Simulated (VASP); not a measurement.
All values below come from AM05 GGA, VASP's PBE PAW potentials (set 64) (plane waves; VASP).

A VASP calculation is set up with these files.

**INCAR**
```
# general
SYSTEM  = Pb
PREC    = Accurate
ENCUT   = 520
LREAL   = .False.   # projection in real space or not
LASPH   = .True.   # aspherical one-centre terms

# electronic loop
EDIFF   = 1E-7
NELM    = 100   # most electronic steps
ALGO    = Normal
LMAXMIX = 4   # l cut-off of mixed one-centre charges

# smearing
ISMEAR  = 1   # Methfessel-Paxton
SIGMA   = 0.1

# functional
GGA     = AM

# ions
ISIF    = 2

# output
LWAVE   = .False.
LCHARG  = .False.
```

File KPOINTS:
```
Automatic
0
Gamma
 13 13 13
```

File POSCAR:
```
Pb
4.9392120
  0.0000000000   0.5000000310   0.5000000310
  0.5000000310   0.0000000000   0.5000000310
  0.5000000310   0.5000000310   0.0000000000
Pb
1
Direct
  0.0000000000   0.0000000000   0.0000000000
```

POTCAR, in this order: Pb_d (PBE.64 set). Program: vasp_std.

Unless said otherwise, spin-orbit coupling is left out, though it shifts the bands of the heavy elements here.

What does the run give for the energy per atom (σ→0), band gap (on the k-mesh)?

```json
{
  "energy per atom (σ→0)": "-3.692 eV/atom",
  "band gap (on the k-mesh)": "none (metal, semimetal or under 0.01 eV)"
}
```

**OSZICAR**
```
...
DAV:   4    -0.369916612263E+01   -0.10132E+00   -0.10129E+00  2247   0.130E+01
DAV:   5    -0.370335839428E+01   -0.41923E-02   -0.41921E-02  2325   0.242E+00    0.518E-01
DAV:   6    -0.369418485722E+01    0.91735E-02   -0.14668E-02  2261   0.228E+00    0.261E-01
DAV:   7    -0.369180624098E+01    0.23786E-02   -0.65061E-03  2193   0.143E+00    0.865E-02
DAV:   8    -0.369170580997E+01    0.10043E-03   -0.39671E-04  2371   0.402E-01    0.949E-03
DAV:   9    -0.369170488869E+01    0.92127E-06   -0.84972E-06  2419   0.560E-02    0.482E-03
DAV:  10    -0.369170487228E+01    0.16414E-07   -0.93708E-07  2025   0.101E-02
   1 F= -.36917049E+01 E0= -.36917727E+01  d E =0.203489E-03
```

The compound is Pb in the fcc structure. It was relaxed first.
